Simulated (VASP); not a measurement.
Here is a VASP 6.6.1 calculation.

The input INCAR:

```
SYSTEM = Mg12HCl
PREC = Accurate
ENCUT = 520
EDIFF = 1E-6
ISMEAR = -1
SIGMA = 0.1
LREAL = .False.
LASPH = .True.
NELM = 100
ALGO = Normal
ISIF = 2
LWAVE = .False.
LCHARG = .False.
GGA = PS
NBANDS = 29
```

Contents of KPOINTS:

```
regular mesh
0
Gamma
  3 3 1
  0 0 0
```

POSCAR

```
Mg12HCl
1.0
    6.4200000000      0.0000000000      0.0000000000
    3.2100000000      5.5598830000      0.0000000000
    0.0000000000      0.0000000000     18.2130400000
Mg Cl H
12 1 1
Direct
    0.0000000000      0.0000000000      0.0549057159
    0.5000000000      0.0000000000      0.0549057159
    0.0000037321      0.4999925358      0.0549057159
    0.5000037321      0.4999925358      0.0549057159
   -0.1788508616      0.3495397295      0.1935975543
    0.3469279421      0.3560506579      0.1902428150
   -0.1672243969      0.8954145258      0.1910609102
    0.3483764821      0.8355211791      0.1956894621
    0.0394309370     -0.0617279177      0.3339914698
    0.4843650842     -0.0067987042      0.3267384248
    0.0007668668      0.5099927463      0.3306477117
    0.5457938368      0.4921506442      0.3353256787
    0.0653178302      0.2582428443      0.5356217304
    0.0832336527      0.2159937538      0.4661056035
```

Potentials or basis: VASP PAW PBE potentials, release 64 (Mg, Cl, H).

The run is started by

```bash
$ cat potpaw_PBE.64/Mg/POTCAR potpaw_PBE.64/Cl/POTCAR potpaw_PBE.64/H/POTCAR > POTCAR
$ mpirun -np 1 vasp_std > vasp.out
```

Predict the largest force.

0.963 eV/Å.

What does it give for the band gap on the k mesh?

None (metal or under the smearing width).

Forces on the atoms (eV/Å):
```
Mg   0.177  0.051 -0.264
Mg  -0.002  0.003 -0.133
Mg   0.006  0.081 -0.043
Mg   0.084  0.077 -0.259
Mg   0.666  0.126 -0.013
Mg  -0.527  0.007  0.291
Mg  -0.486 -0.817  0.150
Mg  -0.049  0.174 -0.338
Mg   0.015  0.698  0.172
Mg   0.514  0.302  0.318
Mg   0.081 -0.365 -0.023
Mg  -0.482 -0.325  0.152
Cl   0.011  0.110  0.553
H   -0.010 -0.119 -0.563
```

Caveat: the k mesh is coarse (spacing up to 0.38 Å⁻¹), so the values aren't converged; the PAW data sets were made with another functional, which shifts forces and pressure a little.
